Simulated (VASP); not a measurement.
These are RPBE GGA, VASP's PBE PAW potentials (set 64) (plane waves; VASP) values and carry that method's errors.

VASP input:

INCAR:
```
SYSTEM = SiC
PREC = Accurate; ENCUT = 520; LREAL = F
LASPH = T
EDIFF = 1E-7; NELM = 100; ALGO = Normal
ISMEAR = 0; SIGMA = 0.05
GGA = RP
ISIF = 2
LWAVE = F; LCHARG = F
```

POSCAR:
```
SiC
1
    0.0000000000     2.2210599925     2.2210599925
    2.2210599925     0.0000000000     2.2210599925
    2.2210599925     2.2210599925     0.0000000000
Si C
1 1
Direct
  0.0000000000   0.0000000000   0.0000000000
  0.2500000000   0.2500000000   0.2500000000
```

KPOINTS:
```
Regular mesh
0
Gamma
10 10 10
```

POTCAR, in this order: Si C (PBE.64 set). Program: vasp_std.

Output of the run:

OUTCAR:
```
 ion  position               nearest neighbor table
   1  0.000  0.000  0.000-   2 1.92   2 1.92   2 1.92   2 1.92
   2  0.250  0.250  0.250-   1 1.92   1 1.92   1 1.92   1 1.92
  LATTYP: Found a face centered cubic cell.
 ALAT       =     4.4421199850
 Subroutine PRICEL returns:
 Original cell was already a primitive cell.
 Subroutine GETGRP returns: Found 24 space group operations
The static configuration has the point symmetry T_d .
The dynamic configuration has the point symmetry T_d .
 Subroutine INISYM returns: Found 24 space group operations
 Subroutine IBZKPT returns following result:
 Found     47 irreducible k-points:

 Following reciprocal coordinates:
            Coordinates               Weight
  0.000000  0.000000  0.000000      1.000000
  0.100000  0.000000  0.000000      8.000000
  0.200000  0.000000  0.000000      8.000000
  0.300000  0.000000  0.000000      8.000000
  0.400000  0.000000  0.000000      8.000000
  0.500000  0.000000  0.000000      4.000000
  0.100000  0.100000  0.000000      6.000000
  0.200000  0.100000  0.000000     24.000000
  0.300000  0.100000  0.000000     24.000000
  0.400000  0.100000  0.000000     24.000000
  0.500000  0.100000  0.000000     24.000000
 -0.400000  0.100000  0.000000     24.000000
 -0.300000  0.100000  0.000000     24.000000
 -0.200000  0.100000  0.000000     24.000000
 -0.100000  0.100000  0.000000     12.000000
  0.200000  0.200000  0.000000      6.000000
  0.300000  0.200000  0.000000     24.000000
  0.400000  0.200000  0.000000     24.000000
  0.500000  0.200000  0.000000     24.000000
 -0.400000  0.200000  0.000000     24.000000
 -0.300000  0.200000  0.000000     24.000000
 -0.200000  0.200000  0.000000     12.000000
  0.300000  0.300000  0.000000      6.000000
  0.400000  0.300000  0.000000     24.000000
  0.500000  0.300000  0.000000     24.000000
 -0.400000  0.300000  0.000000     24.000000
 -0.300000  0.300000  0.000000     12.000000
  0.400000  0.400000  0.000000      6.000000
  0.500000  0.400000  0.000000     24.000000
 -0.400000  0.400000  0.000000     12.000000
  0.500000  0.500000  0.000000      3.000000
  0.300000  0.200000  0.100000     24.000000
  0.400000  0.200000  0.100000     48.000000
  0.500000  0.200000  0.100000     48.000000
 -0.400000  0.200000  0.100000     24.000000
  0.400000  0.300000  0.100000     24.000000
  0.500000  0.300000  0.100000     48.000000
 -0.400000  0.300000  0.100000     48.000000
 -0.300000  0.300000  0.100000     48.000000
 -0.200000  0.300000  0.100000     24.000000
   k-points           NKPTS =     47   k-points in BZ     NKDIM =     47   number of bands    NBANDS=      8
   number of dos      NEDOS =    301   number of ions     NIONS =      2
   total plane-waves  NPLWV =  13824
   dimension x,y,z NGX =    24 NGY =   24 NGZ =   24
   dimension x,y,z NGXF=    48 NGYF=   48 NGZF=   48
   ions per type =               1   1
   PREC   = accura    normal or accurate (medium, high low for compatibility)
   ISTART =      0    job   : 0-new  1-cont  2-samecut
   ICHARG =      2    charge: 1-file 2-atom 10-const
   ISPIN  =      1    spin polarized calculation?
   LNONCOLLINEAR =      F non collinear calculations
   LSORBIT =      F    spin-orbit coupling
   INIWAV =      1    electr: 0-lowe 1-rand  2-diag
   ENCUT  =  520.0 eV  38.22 Ry    6.18 a.u.   5.84  5.84  5.84*2*pi/ulx,y,z
   NELM   =    100;   NELMIN=  2; NELMDL= -5     # of ELM steps
   EDIFF  = 0.1E-06   stopping-criterion for ELM
   LREAL  =      F    real-space projection
   NLSPLINE    = F    spline interpolate recip. space projectors
   LMAXMIX     =    2 max onsite mixed and CHGCAR
...
```

### OSZICAR
```
       N       E                     dE             d eps       ncg     rms          rms(c)
DAV:   1     0.556546162877E+01    0.55655E+01   -0.41003E+03   768   0.841E+02
DAV:   2    -0.155555797658E+02   -0.21121E+02   -0.20486E+02  1080   0.109E+02
DAV:   3    -0.159454984677E+02   -0.38992E+00   -0.38992E+00   912   0.180E+01
DAV:   4    -0.159466004973E+02   -0.11020E-02   -0.11020E-02  1136   0.996E-01
DAV:   5    -0.159466008488E+02   -0.35148E-06   -0.35148E-06   920   0.179E-02    0.871E+00
DAV:   6    -0.143471133625E+02    0.15995E+01   -0.70249E+00   800   0.147E+01    0.403E+00
DAV:   7    -0.143139827551E+02    0.33131E-01   -0.30038E-01  1184   0.393E+00    0.181E+00
DAV:   8    -0.143121738958E+02    0.18089E-02   -0.16625E-02   784   0.127E+00    0.193E-01
DAV:   9    -0.143128658989E+02   -0.69200E-03   -0.11625E-03  1176   0.308E-01    0.129E-01
DAV:  10    -0.143130859880E+02   -0.22009E-03   -0.39567E-04  1032   0.165E-01    0.205E-02
DAV:  11    -0.143130883979E+02   -0.24099E-05   -0.81797E-05   984   0.549E-02    0.554E-03
DAV:  12    -0.143130891467E+02   -0.74884E-06   -0.33140E-06   992   0.153E-02    0.186E-03
DAV:  13    -0.143130892779E+02   -0.13118E-06   -0.23355E-07  1016   0.462E-03    0.135E-03
DAV:  14    -0.143130892400E+02    0.37877E-07   -0.23448E-08   576   0.120E-03
   1 F= -.14313089E+02 E0= -.14313089E+02  d E =-.178156E-17
```

OUTCAR:
```
------------------------ aborting loop because EDIFF is reached ----------------------------------------
  FORCE on cell =-STRESS in cart. coord.  units (eV):
  Direction    XX          YY          ZZ          XY          YZ          ZX
  --------------------------------------------------------------------------------------
  Total       -0.7867905     -0.7867905     -0.7867905      0.0000000      0.0000000      0.0000000
  in kB      -57.5252913    -57.5252913    -57.5252913      0.0000000      0.0000000      0.0000000
  external PRESSURE =     -57.5252913 kB  Pullay stress =       0.0000000 kB
  volume of cell :       21.91
      direct lattice vectors                 reciprocal lattice vectors
     0.000000000  2.221059992  2.221059992    -0.225117737  0.225117737  0.225117737
     2.221059992  0.000000000  2.221059992     0.225117737 -0.225117737  0.225117737
     2.221059992  2.221059992  0.000000000     0.225117737  0.225117737 -0.225117737
  FREE ENERGIE OF THE ION-ELECTRON SYSTEM (eV)
  ---------------------------------------------------
  free  energy   TOTEN  =       -14.3130892400 eV

  energy  without entropy=      -14.3130892400  energy(sigma->0) =      -14.31308924
```
(Selected blocks of OUTCAR.)

The compound is SiC in the zinc blende structure. This cell is one point of a volume scan, at 1.03 of the reference volume.
